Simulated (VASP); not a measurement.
Input:

```xyz
5
Lattice="2.7934 0.0000 0.0000 0.0000 2.6426 4.2169 0.0000 -2.6426 4.2169" Properties=species:S:1:pos:R:3 pbc="T T T"
Ti     0.0000     0.0000     3.5505
P      1.3967     0.0000     0.6307
N      1.3967     1.2943     3.9882
N      1.3967    -1.2943     3.9882
N      0.0000     0.0000     1.5732
```

Calculation: LDA (Ceperley-Alder, Perdew-Zunger), VASP's LDA PAW potentials (set 64) (plane waves; VASP). Numerical set-up: 520 eV cut-off, 18×11×11 Γ-centred mesh, Gaussian smearing of 0.010 eV, potentials Ti_sv P N.

Task: What does the run give for the energy per atom (σ→0)?

Result: 
```
Item                           Result
---------------------  --------------
energy per atom (σ→0)  -9.324 eV/atom
```

The absolute energy has meaning only against runs of the same code, potentials and settings.

The structure comes from a computed database's TiPN3 entry (Amm2); how it stands against other phases isn't given here. It was relaxed first.
